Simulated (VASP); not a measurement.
All values below come from r2SCAN meta-GGA, VASP's PBE PAW potentials (set 64) (plane waves; VASP).

VASP ran on this input.

INCAR:
```
ALGO=Normal
EDIFF=1E-7
ENCUT=400
ISIF=2
ISMEAR=-5
LASPH=.TRUE.
LCHARG=.FALSE.
LMAXMIX=4
LMIXTAU=.TRUE.
LORBIT=11
LREAL=.FALSE.
LWAVE=.FALSE.
METAGGA=R2SCAN
NEDOS=601
NELM=100
PREC=Accurate
SYSTEM=PdAl
```

File POSCAR:
```
PdAl
1
   -0.0000000000     2.5439085674     2.5439085674
    2.5439085674     0.0000000000     2.5439085674
    2.5439085674     2.5439085674     0.0000000000
Pd Al
1 1
Direct
  0.0000000000   0.0000000000   0.0000000000
  0.5000000000   0.5000000000   0.5000000000
```

KPOINTS_OPT:
```
k-points along high-symmetry lines
10
Line-mode
Reciprocal
  0.000000   0.000000   0.000000 ! GAMMA
  0.500000   0.000000   0.500000 ! X

  0.500000   0.000000   0.500000 ! X
  0.625000   0.250000   0.625000 ! U

  0.375000   0.375000   0.750000 ! K
  0.000000   0.000000   0.000000 ! GAMMA

  0.000000   0.000000   0.000000 ! GAMMA
  0.500000   0.500000   0.500000 ! L

  0.500000   0.500000   0.500000 ! L
  0.500000   0.250000   0.750000 ! W

  0.500000   0.250000   0.750000 ! W
  0.500000   0.000000   0.500000 ! X
```

**KPOINTS**
```
Automatic mesh
0
G
  14 14 14
```

POTCAR, in this order: Pd Al (PBE.64 set). Program: vasp_std.

**Question.** Estimate the energy per atom (σ→0), band gap (over mesh and band path).

**Answer.** 
- energy per atom (σ→0) = -15.222 eV/atom
- band gap (over mesh and band path) = none (metal, semimetal or under 0.01 eV)

**OSZICAR**
```
...
DAV:  14    -0.304446540502E+02    0.20272E-05   -0.13687E-06  2232   0.166E-02    0.378E-03
DAV:  15    -0.304446574921E+02   -0.34419E-05   -0.10619E-06  2120   0.154E-02    0.182E-03
DAV:  16    -0.304446588709E+02   -0.13788E-05   -0.71154E-07  2138   0.101E-02    0.497E-04
DAV:  17    -0.304446584960E+02    0.37482E-06   -0.12725E-07  1500   0.458E-03    0.103E-04
DAV:  18    -0.304446586435E+02   -0.14747E-06   -0.11652E-08  1070   0.119E-03    0.963E-05
DAV:  19    -0.304446586334E+02    0.10128E-07   -0.25469E-09  1070   0.560E-04
   1 F= -.30444659E+02 E0= -.30444659E+02  d E =0.000000E+00
       N       E                     dE             ncg
```

The structure was generated: PdAl was put into the rock salt type (Fm-3m), which need not be its known phase. It was relaxed first, which changed the volume by -26 %. The electron count is odd and the run is not spin-polarised, which forces a metal.
